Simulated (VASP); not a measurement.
Consider the following.

```xyz
2
Lattice="0.0000 2.8569 2.8569 2.8569 0.0000 2.8569 2.8569 2.8569 0.0000" Properties=species:S:1:pos:R:3 pbc="T T T"
Cd     0.0000     0.0000     0.0000
Se     1.4284     1.4284     1.4284
```

These are PBE GGA, VASP's PBE PAW potentials (set 64) (plane waves; VASP) values and carry that method's errors. Run with 500 eV cut-off, 8×8×8 Γ-centred mesh, Gaussian smearing of 0.050 eV, potentials Cd Se.

**Question.** Predict the energy per atom (σ→0), pressure, band gap (on the k-mesh) with the smallest direct gap where there is one.

**Answer.** 
* **band gap (on the k-mesh)**: 0.99 eV
* **smallest direct gap (on the k-mesh)**: 0.99 eV
* **energy per atom (σ→0)**: -2.426 eV/atom
* **pressure**: 19.96 GPa

The absolute energy has meaning only against runs of the same code, potentials and settings.

The compound is CdSe in the zinc blende structure, whereas wurtzite is the usual form. It was relaxed first under an external pressure of 20 GPa.
